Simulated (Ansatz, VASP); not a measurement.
Hf2Pd2Se2Br2O3 in VASP and in Ansatz

File INCAR:

```
SYSTEM = Hf2Pd2Se2Br2O3
PREC = Accurate ; ENCUT = 520
EDIFF = 1E-7 ; ISMEAR = -1
SIGMA = 0.05 ; LREAL = .False.
LASPH = .True. ; NELM = 60
ALGO = Fast ; ISIF = 2
LWAVE = .False. ; LCHARG = .True.
GGA = PE ; LVHAR = .True.
KPAR = 4
```

File KPOINTS:

```
Automatic mesh
0
Gamma
  5 5 4
  0 0 0
```

POSCAR

```
Hf2Pd2Se2Br2O3
1.0
    5.7606900000      0.0049600000     -0.0028600000
   -0.5275000000      5.8466400000      0.0341300000
   -1.4843500000     -0.9264200000      6.6458600000
Hf Pd Se Br O
2 2 2 2 3
Direct
    0.7454000000      0.3960200000      0.3498900000
    0.2876300000      0.4532200000      0.5940100000
    0.9085400000      0.1329400000      0.8484900000
    0.2524900000      0.9032300000      0.3587400000
    0.6346900000      0.4035500000      0.9371600000
    0.6259700000      0.7817400000      0.5302300000
    0.8527300000      0.9908900000      0.1535500000
    0.2252600000      0.8208400000      0.8622300000
    0.9604000000      0.2892500000      0.5902600000
    0.4323300000      0.2452400000      0.4086400000
    0.0745700000      0.5830800000      0.3668200000
```

input.yaml

```yaml
crystal:
  lattice:
    - [5.76069, 0.00496, -0.00286]
    - [-0.5275, 5.84664, 0.03413]
    - [-1.48435, -0.92642, 6.64586]
  atoms:
    - { symbol: Hf, position: [0.7454, 0.39602, 0.34989] }
    - { symbol: Hf, position: [0.28763, 0.45322, 0.59401] }
    - { symbol: Pd, position: [0.90854, 0.13294, 0.84849] }
    - { symbol: Pd, position: [0.25249, 0.90323, 0.35874] }
    - { symbol: Se, position: [0.63469, 0.40355, 0.93716] }
    - { symbol: Se, position: [0.62597, 0.78174, 0.53023] }
    - { symbol: Br, position: [0.85273, 0.99089, 0.15355] }
    - { symbol: Br, position: [0.22526, 0.82084, 0.86223] }
    - { symbol: O, position: [0.9604, 0.28925, 0.59026] }
    - { symbol: O, position: [0.43233, 0.24524, 0.40864] }
    - { symbol: O, position: [0.07457, 0.58308, 0.36682] }
hamiltonian:
  xc: pbe
  pseudopotentials: { kind: paw }
kpoints:
  mp_grid: { grid: [5, 5, 4] }
scf:
  occupations: { method: fermi_dirac, width: 0.05 }
output:
  forces: true
  stress: true
  eigenvalues: true
```

The cell was built by a generator and needn't be a form met in nature.

Alike in both runs: functional PBE; k mesh 5 × 5 × 4; occupations fermi-dirac, width 0.05 eV; no spin polarisation.

|  | VASP | Ansatz |
| --- | --- | --- |
| version | VASP 6.6.1 | Ansatz 0.2.0 |
| potentials or method | VASP PAW PBE potentials, release 64 (Hf_pv, Pd, Se, Br, O) | Ansatz PAW |
| plane-wave cutoff (eV) | 520 | 420 |
| valence electrons in the cell | 84 | 152 |
| task | electrostatic potential | single point |

Ansatz gave:

- gap on the k mesh at the Fermi level (eV): 0.22
- least direct gap on the mesh (eV): 0.47
- pressure (GPa): 0.0
- largest component of the traceless stress (GPa): 0.01
- rms of the force components (eV/Å): 0.003

**Question.** Which values does VASP return?

**Answer.** gap on the k mesh at the Fermi level (eV): 0.20; least direct gap on the mesh (eV): 0.46; pressure (GPa): -0.6; largest component of the traceless stress (GPa): 0.18; rms of the force components (eV/Å): 0.065.

Atom by atom the forces differ by 0.063 eV/Å (rms over components). The two sets of potentials don't hold the same shells in valence.

Caveats: spin-orbit coupling is left out, which moves the levels of the heavy elements; an odd mesh through Γ misses points on the zone boundary, where band edges often lie (VASP); odd divisions of the mesh miss points on the zone boundary, where band edges often lie, so the gap on the mesh can be too wide (Ansatz). Expect the measured gap to be larger: semilocal functionals such as PBE lack the derivative discontinuity.
